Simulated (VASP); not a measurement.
## PtAs2 (pyrite): computed properties

These are PBEsol GGA, VASP's PBE PAW potentials (set 64) (plane waves; VASP) values and carry that method's errors.

```yaml
space_group: Pa-3 (205)
cell: a = b = c = 5.9821 Å, α = β = γ = 90.00°
volume_per_atom: 17.84 Å³/atom
band gap (over mesh and band path): 0.22 eV
smallest direct gap (over mesh and band path): 1.00 eV
band_edge_character: indirect, M-Γ at 0.27 to R
density: 10.70 g/cm³
mean ε∞ (independent particles): 26.73
```

```
CELL_PARAMETERS angstrom
      5.98213     0.00000     0.00000
      0.00000     5.98213     0.00000
      0.00000     0.00000     5.98213
ATOMIC_POSITIONS crystal
  As 0.61697 0.88303 0.11697
  As 0.11697 0.61697 0.88303
  As 0.61697 0.61697 0.61697
  As 0.38303 0.38303 0.38303
  As 0.88303 0.11697 0.61697
  As 0.88303 0.38303 0.11697
  As 0.11697 0.88303 0.38303
  As 0.38303 0.11697 0.88303
  Pt 0.00000 0.50000 0.50000
  Pt 0.50000 0.00000 0.50000
  Pt 0.00000 0.00000 0.00000
  Pt 0.50000 0.50000 0.00000
```

Measured: a 5.967 Å (computed value off by +0.3 %), as given by Wikipedia, Sperrylite. The calculation is for a static lattice, while the measured a holds thermal and zero-point effects, which are part of the difference. Unless said otherwise, spin-orbit coupling is left out, though it shifts the bands of the heavy elements here.

The compound is PtAs2 in the pyrite structure. It was relaxed first. Symmetry was kept, so distortions that lower it aren't found.
